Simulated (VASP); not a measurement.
Energy against volume of Tl (hcp). These are r2SCAN meta-GGA, VASP's PBE PAW potentials (set 64) (plane waves; VASP 6.6.1) values and carry that method's errors. Run with 520 eV cut-off, 12×12×7 Γ-centred mesh, first-order Methfessel-Paxton smearing of 0.10 eV, potentials Tl_d.

Shape and ions are relaxed at each volume.

| V (Å³/atom) | E (eV/atom) |
|---|---|
| 29.268 | -53.17583 |
| 30.173 | -53.17922 |
| 31.079 | -53.17707 |
| 31.984 | -53.17040 |

Problem. Fit these four points and predict the energy of the run at 28.363 Å³/atom.

Solution. A cubic in V^(−2/3), the third-order Birch-Murnaghan form, passes through the four points with V0 = 30.25 Å³/atom and B0 = 32 GPa, and gives -53.1657 eV/atom there. The run gave -53.1658 eV/atom, -0.1 meV/atom from the fit; all five points give B0 = 32 GPa.

The compound is Tl in the hcp structure. It was relaxed first, which changed the volume by +6 %.
